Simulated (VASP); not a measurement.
A convergence study with VASP on Y (hcp): one setting is varied, all else stays as given below, so the limit is that of these other settings.

```
Y
1.0
    1.82500    -3.16099     0.00000
    1.82500     3.16099     0.00000
    0.00000     0.00000     5.73000
Y
2
Cartesian
  1.82500   1.05367   1.43250
  1.82500  -1.05367   4.29750
```

Calculation: PBE GGA, VASP's PBE PAW potentials (set 64) (plane waves; VASP). The tightest run used: 550 eV cut-off, 21×21×11 Γ-centred mesh, tetrahedra with Blöchl corrections, potentials Y_sv.

```tsv
setting	E (eV/atom)	pressure (GPa)	irreducible k-points
3×3×2 mesh	-6.3999	-1.38	6
4×4×2 mesh	-6.4335	0.10	8
5×5×3 mesh	-6.4132	-0.21	10
6×6×3 mesh	-6.4381	-0.73	14
7×7×4 mesh	-6.4353	-0.25	24
8×8×4 mesh	-6.4333	-0.24	30
9×9×5 mesh	-6.4302	-0.40	36
10×10×5 mesh	-6.4292	-0.42	42
```

These are the cheaper rows. Estimate the results at 21×21×11 mesh, and how far the last row shown lies from them.

```csv
quantity,tightest run,last row shown is off by
E (eV/atom),-6.4324,0.0031
pressure (GPa),-0.35,-0.07
```

Left out are rungs that failed or repeat a setting and relaxations that didn't move; long series are thinned to 24 rows.

The compound is Y in the hcp structure. The cell was not relaxed at this level.
